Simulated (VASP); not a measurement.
An input for Ansatz (written as the equivalent of a VASP run, and not itself run):

Ansatz 0.2 input:
```yaml
crystal:
  lattice:
    - [0.0000000, 2.8290000, 2.8290000]
    - [2.8290000, 0.0000000, 2.8290000]
    - [2.8290000, 2.8290000, 0.0000000]
  atoms:
    - { symbol: Ge, position: [0.0000000, 0.0000000, 0.0000000] }
    - { symbol: Ge, position: [0.2500000, 0.2500000, 0.2500000] }
kpoints:
  mp_grid: { grid: [7, 7, 7] }
hamiltonian:
  xc: pbe
  pseudopotentials: { kind: paw }
scf:
  occupations: { method: gaussian, width: 0.05 }
  max_iter: 100
output: { forces: true, stress: true, eigenvalues: true }
```

Problem. Write the VASP files for the same calculation (PBE).

Solution. Several could match; the one computed here: 
File POSCAR:
```
Ge
1
    0.0000000000     2.8290000000     2.8290000000
    2.8290000000     0.0000000000     2.8290000000
    2.8290000000     2.8290000000     0.0000000000
Ge
2
Direct
  0.0000000000   0.0000000000   0.0000000000
  0.2500000000   0.2500000000   0.2500000000
```

INCAR:
```
PREC  =  Accurate
NELM  =  100   # most electronic steps
GGA  =  PE
LWAVE  =  .FALSE.
ISMEAR  =  0   # Gaussian
ISIF  =  2
SYSTEM  =  Ge
SIGMA  =  0.05
LASPH  =  .TRUE.
EDIFF  =  1E-6   # SCF stop (eV)
LMAXMIX  =  4
LREAL  =  .FALSE.   # projection in real space or not
LCHARG  =  .FALSE.
ALGO  =  Normal   # blocked Davidson
ENCUT  =  400
```

KPOINTS:
```
Regular mesh
0
Gamma
7 7 7
```

POTCAR, in this order: Ge_d (PBE.64 set). Program: vasp_std.

The two are equivalent in intent, not identical: each code has its own PAW files, so the cut-off isn't converted (ENCUT is set for VASP's; basis.ecutwfc is left out, and Ansatz then takes the one that its files recommend); Ansatz stops its SCF on the density residual and VASP on the energy change (EDIFF).

The compound is Ge in the diamond structure. The cell was not relaxed at this level.
